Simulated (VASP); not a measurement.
Crystal: PmHf.

```
CELL_PARAMETERS angstrom
3.37466 0.00000 0.00000
-1.68733 2.92254 0.00000
0.00000 0.00000 5.55276
ATOMIC_POSITIONS crystal
Hf 0.33333 0.66667 0.50000
Pm 0.00000 0.00000 0.00000
```

The cell comes from a database or a generator and needn't be the stable form of this composition.

| Property | Result |
| --- | --- |
| Program | VASP 6.6.1 |
| Task | single point |
| Functional | PBE |
| Potentials or basis | VASP PAW PBE potentials, release 64 (Hf_pv, Pm) |
| Cutoff | 520 eV |
| k mesh | 9 × 9 × 5 |
| Occupations | fermi-dirac, width 0.05 eV |
| Spin | collinear spin, ferromagnetic start |
| Starting moments | [0.0, 4.0] μB |

On this cell: pressure -2.3 GPa; largest force under 0.003 eV/Å; net moment 5.12 μB per cell; site moments Hf +0.05; Pm +4.50 μB; band gap on the k mesh none (metal or under the smearing width).

The same run follows on a disturbed copy (atoms moved at random, drawn with an rms of 0.05 Å):

```xyz
2
Lattice="3.3747 0.0000 0.0000 -1.6873 2.9225 0.0000 0.0000 0.0000 5.5528" Properties=species:S:1:pos:R:3 pbc="T T T"
Hf    0.0069    1.8824    2.7708
Pm   -0.0766   -0.0494   -0.0104
```

Q: What does the disturbed cell give?

A: The energy (extrapolated to zero smearing) moves by +2.1 meV/atom; pressure -2.4 GPa; largest force 0.099 eV/Å; net moment 5.13 μB per cell; site moments Hf +0.06; Pm +4.50 μB; band gap on the k mesh none (metal or under the smearing width).

Forces in eV/Å, atoms in the order of the input:
```
Hf  -0.096  0.016 -0.016
Pm   0.096 -0.016  0.016
```

Stress tensor (GPa, compression positive):
```
-3.12  0.38  0.01
 0.38 -2.97  0.00
 0.01  0.00 -1.04
```

Caveats: the magnetic or orbital state may not be the lowest; without U or exact exchange the open f shell lies at the Fermi level, which spoils levels, moments and volumes.
